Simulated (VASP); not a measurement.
Method: PBE GGA, VASP's PBE PAW potentials (set 64) (plane waves; VASP).

The input files of a VASP run:

**INCAR**
```
! general
SYSTEM   =  InSb
PREC     =  Accurate
ENCUT    =  400   ! plane-wave cut-off (eV)
LREAL    =  .False.
LASPH    =  .True.   ! aspherical one-centre terms

! electronic loop
EDIFF    =  1E-6
NELM     =  100   ! most electronic steps
ALGO     =  Normal   ! blocked Davidson
LMAXMIX  =  4   ! l cut-off of mixed one-centre charges

! smearing
ISMEAR   =  0
SIGMA    =  0.05   ! width (eV)

! functional
GGA      =  PE   ! PBE

! spin
ISPIN    =  2
MAGMOM   =  1.0 1.0

! ions
ISIF     =  2

! output
LWAVE    =  .False.
LCHARG   =  .False.
```

**POSCAR**
```
InSb
1.0
  0.0000000000   3.3048000000   3.3048000000
  3.3048000000   0.0000000000   3.3048000000
  3.3048000000   3.3048000000   0.0000000000
In Sb
1 1
Cartesian
  0.0000000000   0.0000000000   0.0000000000
  1.6524000000   1.6524000000   1.6524000000
```

File KPOINTS:
```
K-points
0
G
  5 5 5
0 0 0
```

POTCAR, in this order: In_d Sb (PBE.64 set). Program: vasp_std.

Output

OSZICAR:
```
       N       E                     dE             d eps       ncg     rms          rms(c)
DAV:   1     0.103174524667E+03    0.10317E+03   -0.68860E+03   560   0.103E+03
DAV:   2    -0.126236602628E-01   -0.10319E+03   -0.10051E+03   590   0.269E+02
DAV:   3    -0.653899698518E+01   -0.65264E+01   -0.65010E+01   716   0.773E+01
DAV:   4    -0.670670368999E+01   -0.16771E+00   -0.16764E+00   712   0.143E+01
DAV:   5    -0.671267718231E+01   -0.59735E-02   -0.59733E-02   822   0.206E+00    0.667E+00
DAV:   6    -0.689255169090E+01   -0.17987E+00   -0.24293E-01   684   0.671E+00    0.290E+00
DAV:   7    -0.690173720315E+01   -0.91855E-02   -0.70369E-02   572   0.246E+00    0.156E+00
DAV:   8    -0.689980449905E+01    0.19327E-02   -0.14551E-02   652   0.951E-01    0.773E-01
DAV:   9    -0.690010155289E+01   -0.29705E-03   -0.23739E-03   578   0.369E-01    0.234E-01
DAV:  10    -0.690074923157E+01   -0.64768E-03   -0.84922E-04   598   0.269E-01    0.823E-02
DAV:  11    -0.690098148031E+01   -0.23225E-03   -0.19051E-04   638   0.108E-01    0.384E-02
DAV:  12    -0.690106294185E+01   -0.81462E-04   -0.51187E-05   632   0.605E-02    0.200E-02
DAV:  13    -0.690109145906E+01   -0.28517E-04   -0.22031E-05   614   0.267E-02    0.893E-03
DAV:  14    -0.690109792447E+01   -0.64654E-05   -0.83120E-06   596   0.211E-02    0.447E-03
DAV:  15    -0.690109854481E+01   -0.62034E-06   -0.59520E-07   542   0.614E-03
   1 F= -.69010985E+01 E0= -.69007900E+01  d E =-.617049E-03  mag=     0.0000
```

### OUTCAR
```
------------------------ aborting loop because EDIFF is reached ----------------------------------------
  FORCE on cell =-STRESS in cart. coord.  units (eV):
  Direction    XX          YY          ZZ          XY          YZ          ZX
  --------------------------------------------------------------------------------------
  Total        0.2496785      0.2496785      0.2496785      0.0000000      0.0000000     -0.0000000
  in kB        5.5414862      5.5414862      5.5414862      0.0000000      0.0000000     -0.0000000
  external PRESSURE =       5.5414862 kB  Pullay stress =       0.0000000 kB
  volume of cell :       72.19
      direct lattice vectors                 reciprocal lattice vectors
     0.000000000  3.304800000  3.304800000    -0.151295086  0.151295086  0.151295086
     3.304800000  0.000000000  3.304800000     0.151295086 -0.151295086  0.151295086
     3.304800000  3.304800000  0.000000000     0.151295086  0.151295086 -0.151295086
  FREE ENERGIE OF THE ION-ELECTRON SYSTEM (eV)
  ---------------------------------------------------
  free  energy   TOTEN  =        -6.9010985448 eV

  energy  without entropy=       -6.9004814955  energy(sigma->0) =       -6.90079002
```
(Selected blocks of OUTCAR.)

The compound is InSb in the zinc blende structure. The cell was not relaxed at this level. The k-mesh is coarse (spacing up to 0.33 per Å, 2π included), so the numbers may not be converged in it.
